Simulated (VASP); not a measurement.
A convergence study with VASP on CaF2 (fluorite): one setting is varied, all else stays as given below, so the limit is that of these other settings. Each run relaxes cell and ions from the cell shown.

```xyz
3
Lattice="0.0000 2.7300 2.7300 2.7300 0.0000 2.7300 2.7300 2.7300 0.0000" Properties=species:S:1:pos:R:3 pbc="T T T"
Ca     0.0000     0.0000     0.0000
F      1.3650     1.3650     1.3650
F      4.0950     4.0950     4.0950
```

Method: LDA (Ceperley-Alder, Perdew-Zunger), VASP's LDA PAW potentials (set 64) (plane waves; VASP). The tightest run used: 700 eV cut-off, 11×11×11 Γ-centred mesh, Gaussian smearing of 0.050 eV, potentials Ca_sv F.

Gaps are read on the run's mesh, which can miss a band edge.

```
setting     relaxed volume (Å³/atom)  E (eV/atom)  gap on the mesh (eV)  irreducible k-points
----------  ------------------------  -----------  --------------------  --------------------
2×2×2 mesh                    12.723      -6.3245                 7.273                     3
3×3×3 mesh                    12.651      -6.3410                 7.510                     4
4×4×4 mesh                    12.651      -6.3418                 7.331                     8
```

Question: These are the cheaper rows. Estimate the results at 11×11×11 mesh, and how far the last row shown lies from them.

Answer: 
| quantity | tightest run | last row shown is off by |
|---|---|---|
| relaxed volume (Å³/atom) | 12.650 | 0.001 |
| E (eV/atom) | -6.3417 | -0.0001 |
| gap on the mesh (eV) | 7.345 | -0.014 |

Left out are rungs that failed or repeat a setting and relaxations that didn't move; long series are thinned to 24 rows.

The compound is CaF2 in the fluorite structure.
